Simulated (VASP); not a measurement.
Consider the following.

```yaml
crystal:
  lattice:
    - [5.47559, 0.00000, 0.00000]
    - [2.73780, 4.74200, 0.00000]
    - [0.00000, 0.00000, 20.82225]
  atoms:
    - { symbol: Ir, position: [0.99989, 0.99989, 0.34119] }
    - { symbol: Ir, position: [0.50022, 0.99989, 0.34119] }
    - { symbol: Ir, position: [0.99989, 0.50022, 0.34119] }
    - { symbol: Ir, position: [0.50000, 0.50000, 0.34160] }
    - { symbol: Ir, position: [0.16667, 0.16667, 0.44711] }
    - { symbol: Ir, position: [0.66693, 0.16615, 0.44656] }
    - { symbol: Ir, position: [0.16615, 0.66693, 0.44656] }
    - { symbol: Ir, position: [0.66693, 0.66693, 0.44656] }
    - { symbol: Ir, position: [0.83234, 0.33383, 0.55200] }
    - { symbol: Ir, position: [0.33383, 0.33383, 0.55200] }
    - { symbol: Ir, position: [0.83333, 0.83333, 0.55299] }
    - { symbol: Ir, position: [0.33383, 0.83234, 0.55200] }
    - { symbol: Ir, position: [0.99234, 0.99234, 0.66118] }
    - { symbol: Ir, position: [0.51532, 0.99234, 0.66118] }
    - { symbol: Ir, position: [0.99234, 0.51532, 0.66118] }
    - { symbol: Ir, position: [0.50000, 0.50000, 0.65733] }
    - { symbol: O, position: [0.16667, 0.16667, 0.71936] }
```

Level of theory: PBE GGA, VASP's PBE PAW potentials (set 64) (plane waves; VASP). Numerical set-up: PREC = Normal, 400 eV cut-off, 6×6×1 Γ-centred mesh, first-order Methfessel-Paxton smearing of 0.10 eV, potentials Ir O.

Unless said otherwise, spin-orbit coupling is left out, though it shifts the bands of the heavy elements here.

Question: Predict the energy per atom (σ→0), band gap (on the k-mesh) with the smallest direct gap where there is one.

Answer: 
```yaml
band gap (on the k-mesh): none (metal, semimetal or under 0.01 eV)
energy per atom (σ→0): -8.295 eV/atom
```

The absolute energy has meaning only against runs of the same code, potentials and settings.

The cell is a thin slab with vacuum, built from Ir (fcc): (111) face, O adsorbed.
